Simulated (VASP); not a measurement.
Energy against volume of CoAl (CsCl type). Level of theory: rev-vdW-DF2, VASP's PBE PAW potentials (set 64) (plane waves; VASP). Numerical set-up: 520 eV cut-off, 13×13×13 Γ-centred mesh, first-order Methfessel-Paxton smearing of 0.10 eV, potentials Al Co.

```json
[
 {"V (Å³/atom)": "11.065", "E (eV/atom)": "-4.37886"},
 {"V (Å³/atom)": "11.407", "E (eV/atom)": "-4.38511"},
 {"V (Å³/atom)": "11.750", "E (eV/atom)": "-4.37947"},
 {"V (Å³/atom)": "12.092", "E (eV/atom)": "-4.36370"}
]
```

Problem. Fit these four points and predict the energy of the run at 10.723 Å³/atom.

Solution. A cubic in V^(−2/3), the third-order Birch-Murnaghan form, passes through the four points with V0 = 11.41 Å³/atom and B0 = 185 GPa, and gives -4.3587 eV/atom there. The run gave -4.3586 eV/atom, +0.1 meV/atom from the fit; all five points give B0 = 185 GPa.

The compound is CoAl in the CsCl type structure. It was relaxed first. The run is not spin-polarised, so no magnetic state was tried.
